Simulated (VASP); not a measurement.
Shape and ions are relaxed at each volume.

Energy against volume of Sn (beta). Method: PBE GGA with D3 dispersion (Becke-Johnson damping), VASP's PBE PAW potentials (set 64) (plane waves; VASP 6.6.1).

| V (Å³/atom) | E (eV/atom) |
|---|---|
| 25.516 | -4.16808 |
| 26.331 | -4.18290 |
| 27.145 | -4.18777 |
| 27.959 | -4.18422 |
| 28.774 | -4.17363 |

Question: Fit a third-order Birch-Murnaghan equation of state.

Answer: 
The volume per atom comes out as 27.19 Å³/atom, the bulk modulus comes out as 54.5 GPa and the pressure derivative of the bulk modulus comes out as 4.75.

Measured: bulk modulus 57.0 GPa (computed value off by -4.5 %), as given by Tao Chen et al., Physical Review Materials (2023), arXiv:2209.05059. The calculation is for a static lattice, while the measured bulk modulus holds thermal and zero-point effects, which are part of the difference.

The compound is Sn in the beta structure. It was relaxed first.
